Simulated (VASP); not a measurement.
# BeCr3 (Pm-3m) in VASP: settings compared

The runs below take BeCr3 through single point, relaxation of cell and atoms, with PBE, PBEsol+U.

Everything below comes from runs of VASP 6.6.1. Logs are shortened: lines on timing, memory, paths and dates and some standing lists are left out, and cuts for length are marked.

## (1) The crystal as given

Symmetry: Pm-3m, No. 221, cubic system. Conventional cell: a = 3.511 Å, b = 3.511 Å, c = 3.511 Å, α = 90.00°, β = 90.00°, γ = 90.00°. Cr (site symmetry 4/mmm) is surrounded by 8 Cr at 2.48 Å and 4 Be at 2.48 Å. Be (site symmetry m-3m) is surrounded by 12 Cr at 2.48 Å.

The cell comes from a database or a generator and needn't be the stable form of this composition.

## (2) Single point, PBE, collinear spin, ferromagnetic start, 10.39 Å³/atom (strain = -0.04)

Contents of INCAR:

```
  ALGO = Fast
  EDIFF = 1E-6
  ENCUT = 520
  GGA = PE
  ISIF = 2
  ISMEAR = -1
  ISPIN = 2
  LASPH = True
  LCHARG = False
  LMAXMIX = 4
  LORBIT = 11
  LREAL = False
  LWAVE = False
  MAGMOM = 3 3 3 0
  NBANDS = 31
  NELM = 100
  PREC = Accurate
  SIGMA = 0.05
```

Contents of KPOINTS:

```
k-points
0
Gamma
  6 6 6
```

Contents of POSCAR:

```
BeCr3
1.0
    3.3707654400      0.0000000000      0.0000000000
    0.0000000000      3.5112140000      0.0000000000
    0.0000000000      0.0000000000      3.5112140000
Cr Be
3 1
Direct
    0.5000000000      0.5000000000      0.0000000000
    0.5000000000      0.0000000000      0.5000000000
    0.0000000000      0.5000000000      0.5000000000
    0.0000000000      0.0000000000      0.0000000000
```

Potentials or basis: VASP PAW PBE potentials, release 64 (Cr_pv, Be).

On the command line:

```sh
cat potpaw_PBE.64/Cr_pv/POTCAR potpaw_PBE.64/Be/POTCAR > POTCAR
mpirun -np 1 vasp_std > vasp.out
```

OUTCAR:

```text
EDIFF = 1E-6
   ENCUT = 520
   GGA = PE
   ISIF = 2
   ISMEAR = -1
   ISPIN = 2
   LASPH = True
   LORBIT = 11
   LREAL = False
   NELM = 100
   PREC = Accurate

 ion  position               nearest neighbor table
   1  0.500  0.500  0.000-   3 2.43   4 2.43   3 2.43   4 2.43   3 2.43   4 2.43   3 2.43   4 2.43
                             2 2.48   2 2.48   2 2.48   2 2.48
   2  0.500  0.000  0.500-   3 2.43   4 2.43   4 2.43   3 2.43   3 2.43   4 2.43   4 2.43   3 2.43
                             1 2.48   1 2.48   1 2.48   1 2.48
   3  0.000  0.500  0.500-   1 2.43   2 2.43   1 2.43   2 2.43   1 2.43   2 2.43   1 2.43   2 2.43
                             4 2.48   4 2.48   4 2.48   4 2.48
   4  0.000  0.000  0.000-   1 2.43   2 2.43   2 2.43   1 2.43   1 2.43   2 2.43   2 2.43   1 2.43
                             3 2.48   3 2.48   3 2.48   3 2.48

  LATTYP: Found a simple tetragonal cell.
 ALAT       =     3.5112140000
 C/A-ratio  =     0.9600000000

  Lattice vectors:

 A1 = (   0.0000000000,   3.5112140000,   0.0000000000)
 A2 = (   0.0000000000,   0.0000000000,   3.5112140000)
 A3 = (   3.3707654400,   0.0000000000,   0.0000000000)

Analysis of symmetry for initial positions (statically):
=====================================================================
 Subroutine PRICEL returns:
 Original cell was already a primitive cell.

 Routine SETGRP: Setting up the symmetry group for a
 simple tetragonal supercell.

 Subroutine GETGRP returns: Found 16 space group operations
 (whereof 16 operations were pure point group operations)
 out of a pool of 16 trial point group operations.

The static configuration has the point symmetry D_4h.

Analysis of symmetry for dynamics (positions and initial velocities):
=====================================================================
 Subroutine PRICEL returns:
 Original cell was already a primitive cell.

 Routine SETGRP: Setting up the symmetry group for a
 simple tetragonal supercell.

 Subroutine GETGRP returns: Found 16 space group operations
 (whereof 16 operations were pure point group operations)
 out of a pool of 16 trial point group operations.

The dynamic configuration has the point symmetry D_4h.

Analysis of structural, dynamic, and magnetic symmetry:
=====================================================================
 Subroutine PRICEL returns:
 Original cell was already a primitive cell.

 Routine SETGRP: Setting up the symmetry group for a
 simple tetragonal supercell.

 Subroutine GETGRP returns: Found 16 space group operations
 (whereof 16 operations were pure point group operations)
 out of a pool of 16 trial point group operations.

The overall configuration has the point symmetry D_4h.

 Subroutine INISYM returns: Found 16 space group operations
 (whereof 16 operations are pure point group operations),
 and found     1 'primitive' translations

----------------------------------------------------------------------------------------

                                     Primitive cell

  volume of cell :      41.5569

  direct lattice vectors                    reciprocal lattice vectors
     3.370765440  0.000000000  0.000000000     0.296668522  0.000000000  0.000000000
     0.000000000  3.511214000  0.000000000     0.000000000  0.284801781  0.000000000
     0.000000000  0.000000000  3.511214000     0.000000000  0.000000000  0.284801781

  length of vectors
     3.370765440  3.511214000  3.511214000     0.296668522  0.284801781  0.284801781

  position of ions in fractional coordinates (direct lattice)
     0.500000000  0.500000000  0.000000000
     0.500000000  0.000000000  0.500000000
     0.000000000  0.500000000  0.500000000
     0.000000000  0.000000000  0.000000000

  ion indices of the primitive-cell ions
   primitive index   ion index
                 1           1
                 2           2
                 3           3
                 4           4

----------------------------------------------------------------------------------------

 KPOINTS: k-points

Automatic generation of k-mesh.
[... 24 lines left out ...]
  0.166667  0.000000  0.000000      2.000000
  0.333333  0.000000  0.000000      2.000000
  0.500000  0.000000  0.000000      1.000000
  0.000000  0.166667  0.000000      4.000000
  0.166667  0.166667  0.000000      8.000000
[... 16 lines left out ...]
  0.333333  0.333333  0.166667     16.000000
  0.500000  0.333333  0.166667      8.000000
 [... further k-points ...]
   k-points           NKPTS =     40   k-points in BZ     NKDIM =     40   number of bands    NBANDS=     31
   number of dos      NEDOS =    301   number of ions     NIONS =      4
   total plane-waves  NPLWV =  21952
   dimension x,y,z NGX =    28 NGY =   28 NGZ =   28
   dimension x,y,z NGXF=    56 NGYF=   56 NGZF=   56
   ions per type =               3   1
   NGX,Y,Z   is equivalent  to a cutoff of  13.81, 13.26, 13.26 a.u.
   NGXF,Y,Z  is equivalent  to a cutoff of  27.62, 26.51, 26.51 a.u.
 SYSTEM =  unknown system
   PREC   = accura    normal or accurate (medium, high low for compatibility)
   ISTART =      0    job   : 0-new  1-cont  2-samecut
   ICHARG =      2    charge: 1-file 2-atom 10-const
   ISPIN  =      2    spin polarized calculation?
   LNONCOLLINEAR =      F non collinear calculations
   LSORBIT =      F    spin-orbit coupling
   LASPH  =      T    aspherical Exc in radial PAW
   ENCUT  =  520.0 eV  38.22 Ry    6.18 a.u.   6.27  6.53  6.53*2*pi/ulx,y,z
   NELM   =    100;   NELMIN=  2; NELMDL= -5     # of ELM steps
   EDIFF  = 0.1E-05   stopping-criterion for ELM
   LREAL  =      F    real-space projection
   EDIFFG = 0.1E-04   stopping-criterion for IOM
   NSW    =      0    number of steps for IOM
   IBRION =     -1    ionic relax: 0-MD 1-quasi-New 2-CG
   NFREE  =      0    steps in history (QN), initial steepest desc. (CG)
   ISIF   =      2    stress and relaxation
   ISYM   =      2    0-nonsym 1-usesym 2-fastsym
   POTIM  = 0.5000    time-step for ionic-motion
   TEBEG  =    0.0;   TEEND  =   0.0 temperature during run
   PSTRESS=    0.0 pullay stress
   NELECT =      38.0000    total number of electrons
   NUPDOWN=      -1.0000    fix difference up-down
   EMIN   =  10.00;   EMAX   =-10.00  energy-range for DOS
   EFERMI =   0.00;   METHOD = LEGACY
   ISMEAR =    -1;   SIGMA  =   0.05  broadening in eV -4-tet -1-fermi 0-gaus
   EFERMI_NEDOS =   21; number of points for ismear=-14 and -15
   IALGO  =     68    algorithm
   IMIX   =      4    mixing-type and parameters
     AMIX     =   0.40;   BMIX     =  1.00
     AMIX_MAG =   1.60;   BMIX_MAG =  1.00
  volume/ion in A,a.u.               =      10.39        70.11
  Fermi-wavevector in a.u.,A,eV,Ry     =   1.588992  3.002759 34.353281  2.524895
  Thomas-Fermi vector in A             =   2.687910
   LORBIT       =     11    0 simple, 1 ext, 2 COOP (PROOUT), +10 PAW based schemes
   GGA     = PE    functional components
   LHFCALC =     F    Hartree Fock is set to
   AEXX    =    0.0000 exact exchange contribution
   IVDW    =     0    specifies the selected vdW correction
   LEPSILON=     F    determine dielectric tensor
   LRPA    =     F    only Hartree local field effects (RPA)
 spin polarized calculation
 RMM-DIIS sequential band-by-band and
  energy-cutoff  :      520.00
  volume of cell :       41.56
 maximum number of plane-waves:      1140
 NGX is ok and might be reduce to    28
   NGX = 13   NGY = 13   NGZ = 13

 number of electron      37.9999995 magnetization       0.0028858

 number of electron      37.9999995 magnetization      -0.0001463

 Free energy of the ion-electron system (eV)
  ---------------------------------------------------
  ext. energy  EPLUGINS =         0.00000000
  ---------------------------------------------------
  free energy    TOTEN  =       -31.81577118 eV

  energy without entropy =      -31.78895450  energy(sigma->0) =      -31.80236284

 E-fermi :  10.3983     XC(G=0): -13.2042

 val. band max:       10.3953167965   @ k =   0.3333   0.1667   0.0000
 cond. band min:      10.3984050060   @ k =   0.0000   0.5000   0.3333
 fundamental gap:      0.0030882095
 Fermi energy:        10.3983012637

 spin component 1

 k-point     1 :       0.0000    0.0000    0.0000
  band No.  band energies     occupation
      1     -33.0120      1.00000
      2     -33.0120      1.00000
      3     -33.0112      1.00000
      4     -32.4869      1.00000
      5     -32.4638      1.00000
      6     -32.4638      1.00000
[... 805 lines left out ...]
     30      17.9963      0.00000
     31      18.5994      0.00000

 [... further k-points ...]

 spin component 2

 k-point     1 :       0.0000    0.0000    0.0000
  band No.  band energies     occupation
      1     -33.0120      1.00000
      2     -33.0120      1.00000
      3     -33.0112      1.00000
      4     -32.4870      1.00000
      5     -32.4638      1.00000
      6     -32.4638      1.00000
[... 805 lines left out ...]
     30      20.2371      0.00000
     31      22.6815      0.00000

 [... further k-points ...]

------------------------ aborting loop because EDIFF is reached ----------------------------------------

  FORCE on cell =-STRESS in cart. coord.  units (eV):
  Direction    XX          YY          ZZ          XY          YZ          ZX
  --------------------------------------------------------------------------------------
  -------------------------------------------------------------------------------------
  Total        1.8192875      2.3747593      2.3747593      0.0000000      0.0000000      0.0000000
  in kB       70.1404888     91.5560482     91.5560482      0.0000000      0.0000000      0.0000000
  external PRESSURE =      84.4175284 kB  Pullay stress =       0.0000000 kB

 VOLUME and BASIS-vectors are now :
 -----------------------------------------------------------------------------
  energy-cutoff  :      520.00
  volume of cell :       41.56
      direct lattice vectors                 reciprocal lattice vectors
     3.370765440  0.000000000  0.000000000     0.296668522  0.000000000  0.000000000
     0.000000000  3.511214000  0.000000000     0.000000000  0.284801781  0.000000000
     0.000000000  0.000000000  3.511214000     0.000000000  0.000000000  0.284801781

 POSITION                                       TOTAL-FORCE (eV/Angst)
 -----------------------------------------------------------------------------------
      1.68538      1.75561      0.00000         0.000000      0.000000      0.000000
      1.68538      0.00000      1.75561         0.000000      0.000000      0.000000
      0.00000      1.75561      1.75561         0.000000      0.000000      0.000000
      0.00000      0.00000      0.00000         0.000000      0.000000      0.000000
 -----------------------------------------------------------------------------------
    total drift:                                0.000000      0.000000      0.000000

  FREE ENERGIE OF THE ION-ELECTRON SYSTEM (eV)
  ---------------------------------------------------
  free  energy   TOTEN  =       -31.8157711806 eV

  energy  without entropy=      -31.7889544953  energy(sigma->0) =      -31.80236284

 total charge

# of ion       s       p       d       tot
------------------------------------------
    1        0.436   6.395   4.301  11.132
    2        0.436   6.395   4.301  11.132
    3        0.447   6.394   4.319  11.160
    4        0.458   0.767   0.000   1.225
--------------------------------------------------
tot          1.777  19.950  12.922  34.649

 magnetization (x)

# of ion       s       p       d       tot
------------------------------------------
    1        0.000  -0.000  -0.000   0.000
    2        0.000  -0.000  -0.000   0.000
    3        0.000   0.000  -0.000   0.000
    4       -0.000  -0.000   0.000  -0.000
--------------------------------------------------
tot          0.000  -0.000  -0.000   0.000
```

It took 88 s on 1 thread of Intel Xeon 6975P-C (Granite Rapids), shared host; peak memory 0.21 GiB.

What came out:

```
Free energy                                           : -31.8158 eV
Pressure                                              : 8.4 GPa
Band gap on the k mesh                                : none (metal or under the smearing width)
Net moment                                            : 0.00 μB per cell
Valence electrons inside the program's atomic spheres : Cr 11.13, 11.16; Be 1.23
```

Caveat: the starting moments collapsed, and a magnetic state may lie lower.

## (3) Single point, PBE, collinear spin, ferromagnetic start, 10.61 Å³/atom (strain = -0.02)

INCAR is that of step 2.

KPOINTS is that of step 2.

POSCAR: that of step 2 with these lines changed.

```diff
@@ -2,3 +2,3 @@
 1.0
-    3.3707654400      0.0000000000      0.0000000000
+    3.4409897200      0.0000000000      0.0000000000
     0.0000000000      3.5112140000      0.0000000000
```

Potentials or basis: VASP PAW PBE potentials, release 64 (Cr_pv, Be).

On the command line:

```sh
cat potpaw_PBE.64/Cr_pv/POTCAR potpaw_PBE.64/Be/POTCAR > POTCAR
mpirun -np 1 vasp_std > vasp.out
```

It took 77 s on 1 thread of Intel Xeon 6975P-C (Granite Rapids), shared host; peak memory 0.21 GiB.

The run converged. Its results:

```
Free energy                                           : -31.8427 eV
Pressure                                              : 3.5 GPa
Band gap on the k mesh                                : none (metal or under the smearing width)
Net moment                                            : 0.00 μB per cell
Valence electrons inside the program's atomic spheres : Cr 11.09, 11.11; Be 1.20
```

Caveat: the starting moments collapsed, and a magnetic state may lie lower.

[end of part 1 of 2]
